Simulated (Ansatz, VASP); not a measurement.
# MgNi3C in two plane-wave programs, part 2 of 2

One calculation is typed for both programs; each brings its own data sets. How far apart do they land? The cell is taken from a series of runs on this material, whose earlier steps may have relaxed, scaled, displaced or heated it; both programs get it as it stands.

VASP 6.6.1 and Ansatz 0.2.0.

So far: Starting point; Ansatz: relaxation of cell and atoms, PBEsol.

## Step 3: VASP: relaxation of cell and atoms, PBEsol

Level of this step: PBEsol, no spin polarisation; plane waves and PAW (Mg, Ni, C) (VASP).

The same cell, functional, mesh and smearing now go to VASP, with its own data sets.

Lines of VASP's logs that name or quote its potential files are left out, and so is its time.

The input, INCAR:

```
SYSTEM = MgNi3C
PREC = Accurate
ENCUT = 600
EDIFF = 1E-07
NELM = 120
ISMEAR = 1
SIGMA = 0.2
LREAL = .FALSE.
ALGO = Normal
GGA = PS
NBANDS = 24
LASPH = .TRUE.
LORBIT = 11
LWAVE = .FALSE.
LCHARG = .FALSE.
ISIF = 3
IBRION = 2
NSW = 80
EDIFFG = -0.005
GGA_COMPAT = .FALSE.
NELMIN = 4
KPAR = 2
```

The input, POSCAR:

```
MgNi3C
1.0
    3.7720840000      0.0000000000      0.0000000000
    0.0000000000      3.7720840000      0.0000000000
    0.0000000000      0.0000000000      3.7720840000
Mg Ni C
1 3 1
Direct
    0.0000000000      0.0000000000      0.0000000000
    0.0000000000      0.5000000000      0.5000000000
    0.5000000000      0.0000000000      0.5000000000
    0.5000000000      0.5000000000      0.0000000000
    0.5000000000      0.5000000000      0.5000000000
```

The input, KPOINTS:

```
Automatic mesh
0
Gamma
12 12 12
0 0 0
```

PAW data sets: Mg, Ni and C (PBE family, release 64).

Command:

```
$ mpirun -np 2 vasp_std
```

Numbers of over 12 decimals in the logs are rounded to 6 here.

Log:

```text
[banner, memory and clock lines left out]
running    2 mpi-ranks, on    1 nodes
 distrk:  each k-point on    1 cores,    2 groups
 distr:  one band on    1 cores,    1 groups

 POSCAR found type information on POSCAR MgNiC
 POSCAR found :  3 types and       5 ions
|                                                                             |
|               ----> ADVICE to this user running VASP <----                  |
|                                                                             |
|     You enforced a specific xc type in the INCAR file but a different       |
|     [... a line on the potential file left out ...]
|     I HOPE YOU KNOW WHAT YOU ARE DOING!                                     |
|                                                                             |

 LDA part: xc-table for (Slater+PW92), standard interpolation
 POSCAR, INCAR and KPOINTS ok, starting setup
 FFT: planning ... GRIDC
 FFT: planning ... GRID_SOFT
 FFT: planning ... GRID
 WAVECAR not read
 entering main loop
       N       E                     dE             d eps       ncg     rms          rms(c)
DAV:   1     0.236829566742E+03    0.23683E+03   -0.18359E+04  4072   0.213E+03
DAV:   2    -0.169499256074E+02   -0.25378E+03   -0.24362E+03  4080   0.370E+02
DAV:   3    -0.361099672671E+02   -0.19160E+02   -0.18489E+02  5000   0.124E+02
DAV:   4    -0.367874118620E+02   -0.67744E+00   -0.67444E+00  4504   0.217E+01
DAV:   5    -0.368057421263E+02   -0.18330E-01   -0.18324E-01  4920   0.331E+00    0.250E+01
DAV:   6    -0.365416529647E+02    0.26409E+00   -0.71569E+01  5152   0.142E+02    0.218E+01
DAV:   7    -0.306667246539E+02    0.58749E+01   -0.24172E+01  4752   0.878E+01    0.438E+00
DAV:   8    -0.306751927993E+02   -0.84681E-02   -0.12951E+00  4632   0.837E+00    0.223E+00
DAV:   9    -0.306373682209E+02    0.37825E-01   -0.60146E-02  5880   0.342E+00    0.404E-01
DAV:  10    -0.306365948836E+02    0.77334E-03   -0.95294E-03  4336   0.793E-01    0.174E-01
DAV:  11    -0.306363447488E+02    0.25013E-03   -0.12879E-03  5776   0.250E-01    0.670E-02
DAV:  12    -0.306363095021E+02    0.35247E-04   -0.13122E-04  5560   0.144E-01    0.140E-02
DAV:  13    -0.306363091524E+02    0.34968E-06   -0.20229E-05  5432   0.428E-02    0.350E-03
DAV:  14    -0.306363088012E+02    0.35125E-06   -0.85059E-07  4448   0.124E-02    0.174E-03
DAV:  15    -0.306363086035E+02    0.19766E-06   -0.10946E-07  2952   0.392E-03    0.862E-04
DAV:  16    -0.306363086238E+02   -0.20274E-07   -0.42484E-08  2416   0.215E-03
   1 F= -.30636309E+02 E0= -.30631883E+02  d E =-.306363E+02
 curvature:   0.00 expect dE= 0.000E+00 dE for cont linesearch  0.000E+00
 trial: gam= 0.00000 g(F)=  0.000E+00 g(S)=  0.474E-04 ort = 0.000E+00 (trialstep = 0.100E+01)
 search vector abs. value=  0.474E-04
 bond charge predicted
       N       E                     dE             d eps       ncg     rms          rms(c)
DAV:   1    -0.306372118033E+02   -0.90320E-03   -0.91694E-03  4136   0.152E+00    0.261E-01
DAV:   2    -0.306372597330E+02   -0.47930E-04   -0.10709E-02  4384   0.185E+00    0.229E-01
DAV:   3    -0.306363292859E+02    0.93045E-03   -0.32482E-03  4488   0.105E+00    0.435E-02
DAV:   4    -0.306363120660E+02    0.17220E-04   -0.67365E-05  4344   0.724E-02    0.209E-02
DAV:   5    -0.306363059121E+02    0.61539E-05   -0.64794E-06  6096   0.418E-02    0.331E-03
DAV:   6    -0.306363057816E+02    0.13049E-06   -0.15742E-06  5520   0.143E-02    0.145E-03
DAV:   7    -0.306363059184E+02   -0.13677E-06   -0.16273E-07  3288   0.343E-03    0.879E-04
DAV:   8    -0.306363060282E+02   -0.10980E-06   -0.18213E-08  2144   0.185E-03    0.174E-04
DAV:   9    -0.306363060321E+02   -0.38849E-08   -0.51727E-09  2104   0.103E-03
   2 F= -.30636306E+02 E0= -.30631876E+02  d E =0.259173E-05
 trial-energy change:    0.000003  1 .order   -0.000001   -0.000047    0.000046
 step:   0.4544(harm=  0.5087)  dis= 0.00000  next Energy=   -30.636319 (dE=-0.104E-04)
 bond charge predicted
       N       E                     dE             d eps       ncg     rms          rms(c)
DAV:   1    -0.306365854451E+02   -0.27942E-03   -0.27299E-03  4112   0.831E-01    0.143E-01
DAV:   2    -0.306366020405E+02   -0.16595E-04   -0.31874E-03  4376   0.101E+00    0.125E-01
DAV:   3    -0.306363245765E+02    0.27746E-03   -0.96729E-04  4464   0.573E-01    0.236E-02
DAV:   4    -0.306363199189E+02    0.46575E-05   -0.19284E-05  4352   0.390E-02    0.114E-02
DAV:   5    -0.306363182470E+02    0.16720E-05   -0.19155E-06  6064   0.228E-02    0.179E-03
DAV:   6    -0.306363181759E+02    0.71037E-07   -0.44885E-07  4560   0.772E-03
   3 F= -.30636318E+02 E0= -.30631890E+02  d E =-.955215E-05
 curvature:  -0.25 expect dE=-0.544E-07 dE for cont linesearch -0.544E-07
 trial: gam= 0.00000 g(F)=  0.749E-65 g(S)=  0.217E-06 ort =-0.320E-05 (trialstep = 0.891E+00)
 search vector abs. value=  0.217E-06
 reached required accuracy - stopping structural energy minimisation
```

Parts of OUTCAR (step 3):

```text
ion  position               nearest neighbor table
   1  0.000  0.000  0.000-   2 2.67   3 2.67   4 2.67   2 2.67   3 2.67   2 2.67   4 2.67   2 2.67
                             3 2.67   4 2.67   3 2.67   4 2.67
   2  0.000  0.500  0.500-   5 1.89   5 1.89   4 2.67   1 2.67   1 2.67   4 2.67   1 2.67   3 2.67
                             1 2.67   3 2.67   4 2.67   3 2.67   4 2.67   3 2.67
   3  0.500  0.000  0.500-   5 1.89   5 1.89   4 2.67   1 2.67   1 2.67   4 2.67   2 2.67   4 2.67
                             2 2.67   4 2.67   1 2.67   2 2.67   1 2.67   2 2.67
   4  0.500  0.500  0.000-   5 1.89   5 1.89   3 2.67   1 2.67   2 2.67   3 2.67   2 2.67   1 2.67
                             3 2.67   3 2.67   1 2.67   2 2.67   2 2.67   1 2.67
   5  0.500  0.500  0.500-   2 1.89   3 1.89   4 1.89   4 1.89   3 1.89   2 1.89

  LATTYP: Found a simple cubic cell.
 ALAT       =     3.7720840000

 Subroutine GETGRP returns: Found 48 space group operations
 (whereof 48 operations were pure point group operations)

The static configuration has the point symmetry O_h .

 Found     84 irreducible k-points:

   k-points           NKPTS =     84   k-points in BZ     NKDIM =     84   number of bands    NBANDS=     24

   dimension x,y,z NGX =    30 NGY =   30 NGZ =   30
   dimension x,y,z NGXF=    60 NGYF=   60 NGZF=   60

   ENCUT  =  600.0 eV  44.10 Ry    6.64 a.u.   7.53  7.53  7.53*2*pi/ulx,y,z

   NELECT =      36.0000    total number of electrons

 k-points in reciprocal lattice and weights: Automatic mesh
   0.00000000  0.00000000  0.00000000       0.001
   0.08333333  0.00000000  0.00000000       0.003
   0.16666667  0.00000000  0.00000000       0.003
   0.25000000  0.00000000  0.00000000       0.003
   0.33333333  0.00000000  0.00000000       0.003
   0.41666667  0.00000000  0.00000000       0.003
   0.50000000  0.00000000  0.00000000       0.002
   0.08333333  0.08333333  0.00000000       0.007
   0.16666667  0.08333333  0.00000000       0.014
[...]
0.50000000  0.50000000  0.41666667       0.003
   0.50000000  0.50000000  0.50000000       0.001

 average (electrostatic) potential at core
       1 -32.5090       2 -83.3194       3 -83.3194       4 -83.3194       5 -47.6450

 E-fermi :   7.9038

 k-point     1 :       0.0000    0.0000    0.0000
  band No.  band energies     occupation
    ...
     15       6.4828      2.00000
     16       7.1392      2.00000
     17       7.1392      2.00000
     18       7.1392      2.00000
     19       7.4212      2.00339
     20      11.3168     -0.00000
     21      13.0536      0.00000
     22      13.0536      0.00000
     23      13.3031      0.00000
     24      13.3031      0.00000

 k-point     2 :       0.0833    0.0000    0.0000
  band No.  band energies     occupation
    ...
     15       6.4878      2.00000
     16       7.1392      2.00000
     17       7.1877      2.00001
     18       7.1877      2.00001
     19       7.3967      2.00197
     20      11.3708     -0.00000
     21      12.5688      0.00000
     22      13.0794      0.00000
     23      13.3386      0.00000
     24      13.3386      0.00000

 k-point     3 :       0.1667    0.0000    0.0000
  band No.  band energies     occupation
    ...
     15       6.4952      2.00000
     16       7.1394      2.00000
     17       7.3241      2.00033
     18       7.3323      2.00041
     19       7.3323      2.00041
     20      11.4950     -0.00000
     21      12.1667      0.00000
     22      13.1594      0.00000
     23      13.4335      0.00000
     24      13.4335      0.00000

  Total       -0.0027362     -0.0027362     -0.0027362      0.0000000      0.0000000     -0.0000000
  in kB       -0.0816349     -0.0816349     -0.0816349      0.0000000      0.0000000     -0.0000000
  external PRESSURE =      -0.0816349 kB  Pullay stress =       0.0000000 kB

  energy-cutoff  :      600.00
  volume of cell :       53.70
      direct lattice vectors                 reciprocal lattice vectors
     3.772753189  0.000000000 -0.000000000     0.265058420  0.000000000 -0.000000000
    -0.000000000  3.772753189 -0.000000000    -0.000000000  0.265058420  0.000000000
     0.000000000 -0.000000000  3.772753189     0.000000000  0.000000000  0.265058420

 POSITION                                       TOTAL-FORCE (eV/Angst)
 -----------------------------------------------------------------------------------
      0.00000      0.00000      0.00000         0.000000      0.000000      0.000000
     -0.00000      1.88638      1.88638        -0.000000      0.000000      0.000000
      1.88638     -0.00000      1.88638         0.000000     -0.000000      0.000000
      1.88638      1.88638     -0.00000         0.000000      0.000000      0.000000
      1.88638      1.88638      1.88638        -0.000000      0.000000      0.000000
 -----------------------------------------------------------------------------------
    total drift:                                0.000000      0.000000     -0.000000

  FREE ENERGIE OF THE ION-ELECTRON SYSTEM (eV)
  ---------------------------------------------------
  free  energy   TOTEN  =       -30.6363181759 eV

  energy  without entropy=      -30.6230343022  energy(sigma->0) =      -30.63189022

 reached required accuracy - stopping structural energy minimisation

 total charge
# of ion       s       p       d       tot
------------------------------------------
    1        0.194   0.177   0.038   0.409
    2        0.482   0.605   8.468   9.555
    3        0.482   0.605   8.468   9.555
    4        0.482   0.605   8.468   9.555
    5        0.871   1.532   0.000   2.402
--------------------------------------------------
tot          2.510   3.524  25.442  31.476

[... 3 further parts left out ...]
```

CONTCAR:

```
MgNi3C
   1.00000000000000
     3.7727531885125365    0.0000000000000000   -0.0000000000000000
    -0.0000000000000000    3.7727531885125365   -0.0000000000000000
     0.0000000000000000   -0.0000000000000000    3.7727531885125365
  Mg              Ni              C
     1     3     1
Direct
     0.0000000000000000    0.0000000000000000    0.0000000000000000
     0.0000000000000000    0.5000000000000000    0.5000000000000000
     0.5000000000000000    0.0000000000000000    0.5000000000000000
     0.5000000000000000    0.5000000000000000    0.0000000000000000
     0.5000000000000000    0.5000000000000000    0.5000000000000000
```

This run has no spin polarisation, so a moment on Ni, if there is one, isn't seen.

## Step 4: Comparison

Known differences besides the potentials themselves: the data sets hold 68 valence electrons in Ansatz (on its PAW soft_1 files) and 36 in VASP; the cutoff is 420 eV in Ansatz and 600 eV in VASP; Ansatz makes its cores anew for this functional, VASP keeps those of its PBE data sets; Ansatz adds a Pulay correction to the stress that steers its cell, VASP none. Total energies have different zeros and are not compared.

Compared:

```
                                         quantity  Ansatz   VASP  difference
                                      volume (Å³)   53.67  53.70     -0.07 %
edge a after relaxation, in the typed setting (Å)   3.772  3.773     -0.02 %
```

## Step 5: Summary of results

```json
{
 "difference in volume (relaxation of cell and atoms, PBEsol)": "-0.065 %"
}
```

The difference in volume is -0.065 % (relaxation of cell and atoms, PBEsol), within the 1.2 % picked in this series as the mark of a large difference, as far as the stopping tolerances let one tell. The data sets hold unlike numbers of valence electrons (68 in Ansatz and 36 in VASP), so part of the differences comes from the potentials. 1 further run of this series is not shown here. How closely two codes agree says nothing of how well the functional describes the real material.

[Lines on the potential files, build, host, timing and source positions are cut from VASP's logs without a mark.]

[Logs are printed without paths, hosts, clocks, repeated set-up lines and the standing remarks that a program may print on its own settings, such as how far it seeks lower states.]

[Hosts, paths, dates, database ids (printed as entryN), source tags and the programs' standing remarks are cut or masked in the printed files.]
